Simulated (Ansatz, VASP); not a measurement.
**Lu4C3: VASP beside Ansatz**

Contents of INCAR:

```
SYSTEM = Lu4C3
PREC = Accurate
ENCUT = 600
EDIFF = 1E-7
ISMEAR = 0
SIGMA = 0.1
LREAL = .False.
LASPH = .True.
NELM = 100
ALGO = Normal
ISIF = 3
LWAVE = .False.
LCHARG = .False.
GGA = PE
IBRION = 2
NSW = 100
EDIFFG = -0.01
```

File KPOINTS:

```
Automatic mesh
0
Gamma
  8 8 8
  0 0 0
```

The input POSCAR:

```
Lu4C3
1.0
    4.8962447362      0.0000000000      0.0000000000
    0.0000000000      4.8962447362      0.0000000000
    0.0000000000      0.0000000000      4.8962447362
Lu C
4 3
Direct
    0.5000000000      0.0000000000      0.0000000000
    0.0000000000      0.5000000000      0.0000000000
    0.0000000000      0.0000000000      0.5000000000
    0.5000000000      0.5000000000      0.5000000000
    0.0000000000      0.5000000000      0.5000000000
    0.5000000000      0.0000000000      0.5000000000
    0.5000000000      0.5000000000      0.0000000000
```

Input for Ansatz:

```yaml
crystal:
  lattice:
    - [4.8962447362, 0.0, 0.0]
    - [0.0, 4.8962447362, 0.0]
    - [0.0, 0.0, 4.8962447362]
  atoms:
    - { symbol: Lu, position: [0.5, 0.0, 0.0] }
    - { symbol: Lu, position: [0.0, 0.5, 0.0] }
    - { symbol: Lu, position: [0.0, 0.0, 0.5] }
    - { symbol: Lu, position: [0.5, 0.5, 0.5] }
    - { symbol: C, position: [0.0, 0.5, 0.5] }
    - { symbol: C, position: [0.5, 0.0, 0.5] }
    - { symbol: C, position: [0.5, 0.5, 0.0] }
basis:
  ecutwfc: 420
kpoints:
  mp_grid: { grid: [8, 8, 8] }
hamiltonian:
  xc: pbe
scf:
  occupations: { method: gaussian, width: 0.1 }
output:
  forces: true
  stress: true
  eigenvalues: true
  write_density: true
  write_potential: true
  elf: true
  volumetric_format: npy
relax:
  adjacent_minimum: "off"
  f_tol: 0.01
  max_steps: 80
  cell: { stress_tol: 0.05 }
```

Alike in both runs: task relaxation of cell and atoms; functional PBE; k mesh 8 × 8 × 8; occupations gaussian, width 0.1 eV; no spin polarisation.

```csv
,VASP,Ansatz
version,VASP 6.6.1,Ansatz 0.2.0
potentials or method,"VASP PAW PBE potentials, release 64 (Lu, C)","scalar-relativistic, plane waves, PAW"
plane-wave cutoff (eV),600,420
valence electrons in the cell,112,112
```

Ansatz gave:

```
gap on the k mesh at the Fermi level, each at its own relaxed structure (eV) : none
relaxed volume (Å³/atom)                                                     : 16.69
relaxed cell length with the largest relative difference (Å)                 : 4.888
```

Which values does VASP return?

gap on the k mesh at the Fermi level, each at its own relaxed structure (eV): none; relaxed volume (Å³/atom): 16.79; relaxed cell length with the largest relative difference (Å): 4.898.

A gap of «none» marks a metal or a gap that the smearing closes.

Spin-orbit coupling is left out, which matters for the levels of Lu.
